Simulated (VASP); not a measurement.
Computed with PW91 GGA, VASP's PBE PAW potentials (set 64) (plane waves; VASP).

The input files of a VASP run:

### POSCAR
```
SiC
1.0
  1.5458794072  -2.6775414292   0.0000000000
  1.5458794072   2.6775414292   0.0000000000
  0.0000000000   0.0000000000   5.0774464836
Si C
2 2
Cartesian
  1.5458794072  -0.8925155948   2.5366051073
  1.5458794072   0.8925155948   5.0753283491
  1.5458794072  -0.8925155948   4.4448838076
  1.5458794072   0.8925155948   1.9061605658
```

INCAR:
```
SYSTEM = SiC
PREC = Accurate
ENCUT = 520
EDIFF = 1E-7
NELM = 100
ALGO = Normal
LREAL = .FALSE.
LASPH = .TRUE.
ISMEAR = -5
GGA = 91
LWAVE = .FALSE.
LCHARG = .TRUE.
LORBIT = 11
NEDOS = 601
ISIF = 2
LEFG = .TRUE.
```

File KPOINTS:
```
Automatic mesh
0
Gamma
9 9 5
0 0 0
```

POTCAR, in this order: Si C (PBE.64 set). Program: vasp_std.

Output of the run:

**OSZICAR**
```
       N       E                     dE             d eps       ncg     rms          rms(c)
DAV:   1     0.357120123740E+02    0.35712E+02   -0.74363E+03   864   0.119E+03
DAV:   2    -0.308890684442E+02   -0.66601E+02   -0.61275E+02  1264   0.186E+02
DAV:   3    -0.338676018727E+02   -0.29785E+01   -0.29625E+01  1136   0.398E+01
DAV:   4    -0.339017865212E+02   -0.34185E-01   -0.34157E-01  1100   0.512E+00
DAV:   5    -0.339023970923E+02   -0.61057E-03   -0.61048E-03  1108   0.643E-01    0.122E+01
DAV:   6    -0.302395165817E+02    0.36629E+01   -0.11058E+01  1056   0.211E+01    0.532E+00
DAV:   7    -0.301551841810E+02    0.84332E-01   -0.92558E-01  1120   0.640E+00    0.239E+00
DAV:   8    -0.301376321798E+02    0.17552E-01   -0.48599E-02  1024   0.164E+00    0.538E-01
DAV:   9    -0.301364721096E+02    0.11601E-02   -0.67796E-03  1104   0.625E-01    0.134E-01
DAV:  10    -0.301366820614E+02   -0.20995E-03   -0.71479E-04  1032   0.191E-01    0.570E-02
DAV:  11    -0.301366871741E+02   -0.51126E-05   -0.10337E-04  1032   0.795E-02    0.133E-02
DAV:  12    -0.301366883183E+02   -0.11442E-05   -0.39171E-06  1080   0.162E-02    0.341E-03
DAV:  13    -0.301366886795E+02   -0.36114E-06   -0.16849E-07   776   0.332E-03    0.130E-03
DAV:  14    -0.301366887440E+02   -0.64503E-07   -0.19862E-08   644   0.117E-03
   1 F= -.30136689E+02 E0= -.30136689E+02  d E =0.000000E+00
```

File OUTCAR:
```
------------------------ aborting loop because EDIFF is reached ----------------------------------------
  FORCE on cell =-STRESS in cart. coord.  units (eV):
  Direction    XX          YY          ZZ          XY          YZ          ZX
  --------------------------------------------------------------------------------------
  Total        0.0234021      0.0234021     -0.0485454      0.0000000      0.0000000      0.0000000
  in kB        0.8920258      0.8920257     -1.8504258      0.0000000      0.0000000      0.0000000
  external PRESSURE =      -0.0221248 kB  Pullay stress =       0.0000000 kB
  volume of cell :       42.03
      direct lattice vectors                 reciprocal lattice vectors
     1.545879407 -2.677541429  0.000000000     0.323440495 -0.186738474  0.000000000
     1.545879407  2.677541429  0.000000000     0.323440495  0.186738474  0.000000000
     0.000000000  0.000000000  5.077446484     0.000000000  0.000000000  0.196949392
  FREE ENERGIE OF THE ION-ELECTRON SYSTEM (eV)
  ---------------------------------------------------
  free  energy   TOTEN  =       -30.1366887440 eV

  energy  without entropy=      -30.1366887440  energy(sigma->0) =      -30.13668874

 total charge

# of ion       s       p       d       tot
------------------------------------------
    1        0.706   0.956   0.000   1.662
    2        0.706   0.956   0.000   1.662
    3        0.835   1.701   0.000   2.536
    4        0.835   1.701   0.000   2.536
--------------------------------------------------
tot          3.082   5.314   0.000   8.396

 Electric field gradients after diagonalization (V/A^2)
 (convention: |V_zz| > |V_xx| > |V_yy|)
----------------------------------------------------------------------
 ion       V_xx      V_yy      V_zz     asymmetry (V_yy - V_xx)/ V_zz
----------------------------------------------------------------------
   1      -1.763    -1.762     3.525       0.000
   2      -1.763    -1.762     3.525       0.000
   3      -1.089    -1.088     2.177       0.000
   4      -1.089    -1.088     2.177       0.000
```
(Selected blocks of OUTCAR.)

**OUTCAR**
```
 val. band max:        8.0360897495   @ k =   0.0000   0.0000   0.0000

 cond. band min:      10.3660527108   @ k =   0.3333   0.3333   0.0000


 Fermi energy:         8.0691408467

 k-point     1 :       0.0000    0.0000    0.0000
  band No.  band energies     occupation
      1      -7.3796      2.00000
      2      -3.8834      2.00000
      3      -0.5500      2.00000
      4       6.7322      2.00000
      5       6.7323      2.00000
      6       7.9229      2.00000
      7       8.0361      2.00000
      8       8.0361      2.00000
      9      12.7342      0.00000
     10      14.0762      0.00000
     11      14.6194      0.00000
     12      14.6194      0.00000

 k-point     2 :       0.1111    0.0000    0.0000
  band No.  band energies     occupation
      1      -7.1686      2.00000
      2      -3.7038      2.00000
      3      -0.3574      2.00000
      4       5.6126      2.00000
      5       6.3857      2.00000
      6       7.2547      2.00000
      7       7.7762      2.00000
      8       7.9112      2.00000
      9      13.2116      0.00000
     10      14.2126      0.00000
     11      14.6955      0.00000
     12      15.0331      0.00000

 k-point     3 :       0.2222    0.0000    0.0000
  band No.  band energies     occupation
      1      -6.5460      2.00000
      2      -3.1968      2.00000
      3       0.1827      2.00000
      4       3.5072      2.00000
      5       5.5572      2.00000
      6       5.7112      2.00000
      7       7.2399      2.00000
      8       7.5398      2.00000
      9      12.3174      0.00000
     10      14.2517      0.00000
     11      15.0192      0.00000
     12      15.6814      0.00000

 k-point     4 :       0.3333    0.0000    0.0000
  band No.  band energies     occupation
      1      -5.5577      2.00000
      2      -2.5424      2.00000
      3       0.6544      2.00000
      4       1.9221      2.00000
      5       3.6909      2.00000
      6       5.1239      2.00000
...
```

The compound is SiC in the wurtzite structure, the rare 2H polytype. It was relaxed first.
